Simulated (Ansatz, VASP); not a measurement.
**Mg6CoBi in VASP and in Ansatz**

```
CELL_PARAMETERS angstrom
4.88222 0.00000 0.00000
0.00000 3.17066 5.56805
0.00000 -3.17066 5.56805
ATOMIC_POSITIONS crystal
Bi 0.50000 0.67109 0.67109
Co 0.00000 0.86466 0.86466
Mg 0.50000 0.16978 0.16978
Mg 0.50000 0.67590 0.14295
Mg 0.50000 0.14295 0.67590
Mg 0.00000 0.33244 0.33244
Mg 0.00000 0.83715 0.30603
Mg 0.00000 0.30603 0.83715
```

Change from the starting cell: volume scaled by 1.02.

Alike in both runs: task single point; functional PBE; k mesh 6 × 5 × 5; occupations fermi-dirac, width 0.05 eV; collinear spin, ferromagnetic start.

|  | VASP | Ansatz |
| --- | --- | --- |
| version | VASP 6.6.1 | Ansatz 0.2.0 |
| potentials or method | VASP PAW PBE potentials, release 64 (Bi_d, Co, Mg) | Ansatz PAW |
| plane-wave cutoff (eV) | 520 | 420 |
| valence electrons in the cell | 36 | 92 |

|  | VASP | Ansatz | Ansatz less VASP |
| --- | --- | --- | --- |
| gap on the k mesh at the Fermi level (eV) | none | none | - |
| pressure (GPa) | -0.3 | -0.2 | +0.11 |
| largest component of the traceless stress (GPa) | 0.08 | 0.08 | -0.004 |
| rms of the force components (eV/Å) | 0.032 | 0.033 | +0.0008 |
| net moment per atom (μB) | 0.14 | 0.14 | +0.002 |
| size of the moment on the site where the two differ most (μB) | 1.24 | 1.27 | +0.030 |

Site moments also hang on the region over which each program counts them. Atom by atom the forces differ by 0.001 eV/Å (rms over components). A gap of «none» marks a metal or a gap that the smearing closes. With one functional, cell and mesh, what is left measures potentials, basis and numerics. The two sets of potentials don't hold the same shells in valence.

Caveats: spin-orbit coupling is left out, which moves the levels of the heavy elements.
